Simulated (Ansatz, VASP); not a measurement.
# PtS2 in two plane-wave programs

Wanted: the spread between two codes on one cell, functional and k mesh. Of the first pair: The structure shown is the start of the Ansatz relaxation below; VASP solves that cell, so the two are compared at the walk's first step.

Method: plane waves, with VASP 6.6.1 beside it; PBE with D3(BJ), in Ansatz 0.2.0.

### Step 1. Starting point

The cell holds 3 atoms: 1 Pt and 2 S. Cell: a = 3.570 Å, b = 3.570 Å, c = 32.200 Å, α = 90.0°, β = 90.0°, γ = 120.0°. Vacuum lies along c.

### Step 2. Ansatz: relaxation, PBE with D3(BJ)

Ansatz runs on its PAW soft_1 files.

The two programs are compared at the cell with which this relaxation starts, whose forces are those of its first step.

The input, input.yaml:

```yaml
crystal:
  lattice:
    - [3.57, 0.0, 0.0]
    - [-1.785, 3.0917106915, 0.0]
    - [0.0, 0.0, 32.2]
  atoms:
    - { symbol: Pt, position: [0.0, 0.0, 0.5] }
    - { symbol: S, position: [0.3333333333, 0.6666666667, 0.5385093168] }
    - { symbol: S, position: [0.6666666667, 0.3333333333, 0.4614906832] }
  periodic: [true, true, false]
kpoints:
  mp_grid: { grid: [9, 9, 1] }
hamiltonian:
  xc: pbe
  dispersion: d3bj
  pseudopotentials: { kind: paw, azcp: { folder: soft_1 } }
scf:
  occupations: { method: fermi_dirac, width: 0.02 }
relax:
  f_tol: 0.01
  max_steps: 100
  cell: {}
```

On the command line:

```bash
$ ansatz run input.yaml --threads 4 --pin off --max-ram 17510MiB --backend cpu --events-out ev --progress --plain --runs-dir out
```

Numbers of over 12 decimals in the logs are rounded to 6 here.

The program printed:

```text
Engine: ansatz 0.2.0, x86_64-unknown-linux-gnu
Pseudopotentials: kind: paw
Pseudopotential: Pt, paw, valence charge 18, recommended cutoff 420 eV (normal), soft_1/Pt.paw.azcp
Pseudopotential: S, paw, valence charge 6, recommended cutoff 420 eV (normal), soft_1/S.paw.azcp
Functional definition: PBE
  parameter kappa = 0.804
  parameter beta = 0.066725
  exchange = pbe_x(kappa = kappa, mu = beta*pi^2/3)
  correlation = pbe_c(beta = beta)
Crystal: 3 atoms, lattice volume = 355.405 Å³
Basis set: ecut = 420 eV, 6821 PW (Γ), exchange–correlation on 48×48×432 points (8 copies of the dense FFT grid, shifted against one another)
Bands: 19, of which v1, the nominal top of the filled ones, is band 15 counted from 1 (14 counted from 0)
Symmetry: 12 space group operations
Space group: P-3m1 (ITA 164), of the structure as read, at distance tolerance 7.1e-5 Å
k-points: 12 of 81
Non-local potential: Pt, projectors of the file, l = 0: 3, l = 1: 2, l = 2: 2, l = 3: 1
Non-local potential: S, projectors of the file, l = 0: 2, l = 1: 2, l = 2: 1
PAW form: soft (Blöchl's): semilocal exchange-correlation on the pseudo side does not see the compensation charge
PAW one-centre angular grid: Pt, 590 points (default); XC on 64 Gauss nodes
PAW one-centre angular grid: S, 110 points (default); XC on 64 Gauss nodes
Initial density: superposition of atomic densities (neutral atoms: chi_scale 0, normalization atom)
Initial wavefunctions: pseudopotential atomic-orbital guess
Functional: x = pbe(κ = 0.804, μ = 0.219515), c = pbe(β = 0.066725)
SCF iter   1: F=—  HF=-14332.092519 eV  |F-HF|=—  |Δ(HF+E_count)|=         —  Δρ=4.05e-2  dr2=7.15e0  ethr=3.10e-3  ⟨swp⟩=16.7  Hψ=2345  notcnv=0
preconditioner: auto → Resta (q_TF=auto, 1.807 Å⁻¹)  ε∞=2.0  [insulator: Δε(μ)=1.756 eV  Ē_g=9.142 eV  σ=0.020 eV  W_gap=1.00  n_scr=18 (ndim 8)  ℏωp=9.2 eV  f_vac=0.800  D(μ)=0.00/eV (n_scr^D=0)  ε∞_Penn≈2.0  vacuum switching on, ρ_ref=6.1e-3 e/Å³]
SCF iter   2: F=—  HF=-14331.722611 eV  |F-HF|=—  |Δ(HF+E_count)|=   3.70e-1  Δρ=2.72e-2  dr2=4.93e0  ethr=3.10e-3  ⟨swp⟩=5.1  Hψ=836  notcnv=0
SCF iter   3: F=—  HF=-14330.764262 eV  |F-HF|=—  |Δ(HF+E_count)|=   9.58e-1  Δρ=9.03e-3  dr2=9.71e-2  ethr=3.10e-3  ⟨swp⟩=4.8  Hψ=750  notcnv=0
SCF iter   4: F=—  HF=-14330.758729 eV  |F-HF|=—  |Δ(HF+E_count)|=   5.53e-3  Δρ=1.10e-3  dr2=6.55e-3  ethr=3.24e-4  ⟨swp⟩=3.9  Hψ=585  notcnv=0
SCF iter   5: F=—  HF=-14330.757157 eV  |F-HF|=—  |Δ(HF+E_count)|=   1.57e-3  Δρ=2.41e-4  dr2=1.42e-4  ethr=2.18e-5  ⟨swp⟩=3.4  Hψ=551  notcnv=0
SCF iter   6: F=—  HF=-14330.757214 eV  |F-HF|=—  |Δ(HF+E_count)|=   5.72e-5  Δρ=6.87e-5  dr2=2.17e-5  ethr=4.74e-7  ⟨swp⟩=3.6  Hψ=564  notcnv=0
SCF iter   7: F=—  HF=-14330.757271 eV  |F-HF|=—  |Δ(HF+E_count)|=   5.65e-5  Δρ=1.64e-5  dr2=1.48e-6  ethr=7.23e-8  ⟨swp⟩=3.2  Hψ=458  notcnv=0
SCF iter   8: F=-14330.757271 eV  HF=-14330.757271 eV  |F-HF|=1.06e-8  |Δ(HF+E_count)|=   1.23e-7  Δρ=1.62e-6  dr2=1.29e-8  ethr=3.33e-10  ⟨swp⟩=6.7  Hψ=1501  notcnv=0
SCF 1 converged in 8 iterations: F = -14330.757271 eV  dr2 = 1.29e-8
  greatest PAW one-centre occupation: 1.000 electrons in one spin orbital (limit 2), on the Pt atom at site 0 (counted from 0), in its partial waves of l = 0
relax step   1: F+E_penalty+E_count = -14330.75727068 eV  Δ(F+E_penalty+E_count) = +0.000e0 eV  max|allowed force component| = 1.765e-1 eV/Å  Δτ_max = 0.0000 Å  P = -1.387 N/m  Ω = 355.405 Å³  fix = [c, alpha, beta]  reactions: c -0.000 N/m  (8 SCF iters, dr2 threshold 1.00e-7 eV, accepted)
[...]
relax step   2: F+E_penalty+E_count = -14330.76459296 eV  Δ(F+E_penalty+E_count) = -7.322e-3 eV  max|allowed force component| = 2.941e-2 eV/Å  Δτ_max = 0.0037 Å  P = -0.092 N/m  Ω = 350.870 Å³  energy of the carried Pulay correction = +1.934e-4 eV  fix = [c, alpha, beta]  reactions: c -0.000 N/m  (6 SCF iters, dr2 threshold 3.00e-7 eV, accepted)
[...]
relax step   3: F+E_penalty+E_count = -14330.76487843 eV  Δ(F+E_penalty+E_count) = -2.855e-4 eV  max|allowed force component| = 1.547e-2 eV/Å  Δτ_max = 0.0078 Å  P = +0.015 N/m  Ω = 349.371 Å³  energy of the carried Pulay correction = +2.579e-4 eV  fix = [c, alpha, beta]  reactions: c +0.000 N/m  (5 SCF iters, dr2 threshold 5.41e-8 eV, accepted)
[...]
relax step   4: F+E_penalty+E_count = -14330.76490287 eV  Δ(F+E_penalty+E_count) = -2.444e-5 eV  max|allowed force component| = 1.625e-4 eV/Å  Δτ_max = 0.0023 Å  P = +0.000 N/m  Ω = 349.749 Å³  energy of the carried Pulay correction = +2.416e-4 eV  fix = [c, alpha, beta]  reactions: c +0.000 N/m  (5 SCF iters, dr2 threshold 1.50e-8 eV, accepted)
[...]
relax step   5: F+E_penalty+E_count = -14330.76466778 eV  Δ(F+E_penalty+E_count) = +2.351e-4 eV  max|allowed force component| = 3.023e-4 eV/Å  Δτ_max = 0.0000 Å  P = +0.001 N/m  Ω = 349.749 Å³  fix = [c, alpha, beta]  reactions: c +0.000 N/m  stress off target by 1.03e-3 N/m on what of the cell is left free  SCF on the basis re-selected at this cell (its energy is not comparable with the rows above)  (7 SCF iters)
basis re-selected at this cell: Δ(F+E_penalty+E_count) = +2.351e-4 eV, ΔP = +0.001 N/m vs the last step (what re-selecting the basis moved, of the pressure what is left beyond the Pulay correction that the steps carried, after the strain that the cell walked since its last selection, with what the two solves' SCF thresholds leave and, on support functions, any second-order correction that the steps lacked; it is no m [...]
SCF converged after 7 iterations
Free energy (F): -14330.764668 eV
Harris-Foulkes:  -14330.764668 eV  (|F-HF|=7.28e-12)
Internal energy: -14330.764668 eV  (E = F + TS)
E sigma→0 (E₀):  -14330.764668 eV
Fermi energy:    -5.456834 eV
--- Per-component energies (eV) ---
  E_band       = -807.752663
  E_kinetic    = 805.346251
  E_local      = -54724.389427  (includes V_loc(G=0)·N_el)
  E_nonlocal   = 271.799589
  E_hartree    = 26805.770139
  E_xc         = -409.289405
  E_vxc        = -435.666917  (∫ρ·V_xc dr)
  E_paw        = -10700.379705  (= ΣΔE_a)
  E_vpaw       = -336.383582  (= ΣTr[D̂ρ^β])
  E_aug_tail   = 0.001105  (compensation charges beyond the density's cutoff)
  E_ewald      = 23621.204255
  E_disp       = -0.827469  (pairwise vdW)
  E_smearing   = -0.000000  (= −TS)
  E_closure    = 0.000000  (closes the sum)
  Σ components = -14330.764668   (vs F -14330.764668, Δ=0.00e0)
--- Forces (eV/Å), atoms counted from 1 ---
  atom   1  Pt     0.00000000     0.00000000     0.00000000
  atom   2  S     -0.00000000    -0.00000000     0.00030230
  atom   3  S      0.00000000     0.00000000    -0.00030230
  max |Σ_I F_I| component: 1.39e-17 eV/Å
--- 2D stress c σ (N/m, compression-positive) ---
        0.001031      -0.000000       0.000000
        0.000000       0.001031      -0.000000
        0.000000      -0.000000       0.000000
  P = ½ c Tr σ = 0.0010 N/m
--- Relaxed structure (4 steps of the walk, 4 accepted, 1 SCFs on fresh bases) ---
  F+E_penalty+E_count = -14330.76466778 eV   max|allowed force component| = 3.023e-4 eV/Å   (the final SCF, on the basis selected at the relaxed cell)
  cell:  # Å, volume = 349.7494 Å³
    - [3.541484, 0.0, 0]
    - [-1.770742, 3.067015, 0]
    - [0, 0, 32.2]
  atoms:
    - { symbol: Pt, position: [0, 0, 0.5] }
    - { symbol: S, position: [0.333333, 0.666667, 0.538565] }
    - { symbol: S, position: [0.666667, 0.333333, 0.461435] }
```

### Step 3. VASP: single point, PBE with D3(BJ), start cell, pair 1

The same cell, functional, mesh and smearing now go to VASP, with its own data sets.

Lines of VASP's logs that name or quote its potential files are left out, and so is its time.

The input, INCAR:

```
SYSTEM = PtS2
PREC = Accurate
ENCUT = 400
EDIFF = 1E-06
NELM = 120
ISMEAR = -1
SIGMA = 0.02
LREAL = .FALSE.
ALGO = Normal
GGA = PE
IVDW = 12
NBANDS = 17
LASPH = .TRUE.
LORBIT = 11
LWAVE = .FALSE.
LCHARG = .FALSE.
ISIF = 2
LDIPOL = .TRUE.
IDIPOL = 3
DIPOL = 0.5 0.5 0.5
LVHAR = .TRUE.
GGA_COMPAT = .FALSE.
EFERMI = MIDGAP
NELMDL = -8
```

The input, POSCAR:

```
PtS2
1.0
    3.5700000000      0.0000000000      0.0000000000
   -1.7850000000      3.0917110000      0.0000000000
    0.0000000000      0.0000000000     32.2000000000
Pt S
1 2
Direct
    0.0000000000      0.0000000000      0.5000000000
    0.3333333333      0.6666666667      0.5385093168
    0.6666666667      0.3333333333      0.4614906832
```

The input, KPOINTS:

```
Automatic mesh
0
Gamma
9 9 1
0 0 0
```

Potentials, in the order of the species: Pt and S (PBE family, release 64).

On the command line:

```bash
$ mpirun -np 1 vasp_std
```

The program printed:

```text
[banner, memory and clock lines left out]
running    1 mpi-ranks, on    1 nodes
 distrk:  each k-point on    1 cores,    1 groups
 distr:  one band on    1 cores,    1 groups

 POSCAR found type information on POSCAR PtS
 POSCAR found :  2 types and       3 ions
 LDA part: xc-table for (Slater+PW92), standard interpolation
 POSCAR, INCAR and KPOINTS ok, starting setup
 FFT: planning ... GRIDC
 FFT: planning ... GRID_SOFT
 FFT: planning ... GRID
 WAVECAR not read
 entering main loop
       N       E                     dE             d eps       ncg     rms          rms(c)
DAV:   1     0.170545122656E+03    0.17055E+03   -0.60622E+03   408   0.736E+02
DAV:   2     0.403199032430E+01   -0.16651E+03   -0.15686E+03   703   0.155E+02
DAV:   3    -0.164500605803E+02   -0.20482E+02   -0.20393E+02   541   0.699E+01
DAV:   4    -0.168235437519E+02   -0.37348E+00   -0.37278E+00   555   0.114E+01
DAV:   5    -0.168311284826E+02   -0.75847E-02   -0.75824E-02   581   0.160E+00
DAV:   6    -0.168314384416E+02   -0.30996E-03   -0.30994E-03   630   0.303E-01
DAV:   7    -0.168314470338E+02   -0.85922E-05   -0.85923E-05   557   0.448E-02
DAV:   8    -0.168314475289E+02   -0.49514E-06   -0.49506E-06   583   0.989E-03    0.169E+01
DAV:   9    -0.157193332848E+02    0.11121E+01   -0.76853E+00   484   0.256E+01    0.112E+01
DAV:  10    -0.155184231671E+02    0.20091E+00   -0.20774E+00   459   0.143E+01    0.448E+00
DAV:  11    -0.154615020628E+02    0.56921E-01   -0.14943E-01   533   0.367E+00    0.978E-01
DAV:  12    -0.154555119950E+02    0.59901E-02   -0.32944E-02   520   0.160E+00    0.262E-01
DAV:  13    -0.154557880624E+02   -0.27607E-03   -0.23782E-03   585   0.336E-01    0.277E-01
DAV:  14    -0.154558006769E+02   -0.12614E-04   -0.11867E-04   520   0.910E-02    0.256E-01
DAV:  15    -0.154559452402E+02   -0.14456E-03   -0.33945E-04   539   0.883E-02    0.284E-01
DAV:  16    -0.154565305220E+02   -0.58528E-03   -0.84281E-04   475   0.159E-01    0.587E-01
DAV:  17    -0.154560980189E+02    0.43250E-03   -0.68393E-04   526   0.132E-01    0.241E-01
DAV:  18    -0.154560299745E+02    0.68044E-04   -0.18562E-04   559   0.675E-02    0.845E-02
DAV:  19    -0.154560352961E+02   -0.53216E-05   -0.67567E-06   552   0.202E-02    0.938E-02
DAV:  20    -0.154560304142E+02    0.48820E-05   -0.35325E-05   524   0.284E-02    0.174E-02
DAV:  21    -0.154560326235E+02   -0.22093E-05   -0.13176E-06   437   0.662E-03    0.534E-03
DAV:  22    -0.154560341990E+02   -0.15755E-05   -0.77214E-07   430   0.486E-03    0.342E-03
DAV:  23    -0.154560351635E+02   -0.96452E-06   -0.14173E-07   413   0.228E-03
   1 F= -.16270031E+02 E0= -.16270031E+02  d E =-.312295E-20
```

[end of part 1 of 2]

[Lines on the potential files, build, host, timing and source positions are cut from VASP's logs without a mark.]

[Logs are printed without paths, hosts, clocks, repeated set-up lines and the standing remarks that a program may print on its own settings, such as how far it seeks lower states.]

[Hosts, paths, dates, database ids (printed as entryN), source tags and the programs' standing remarks are cut or masked in the printed files.]
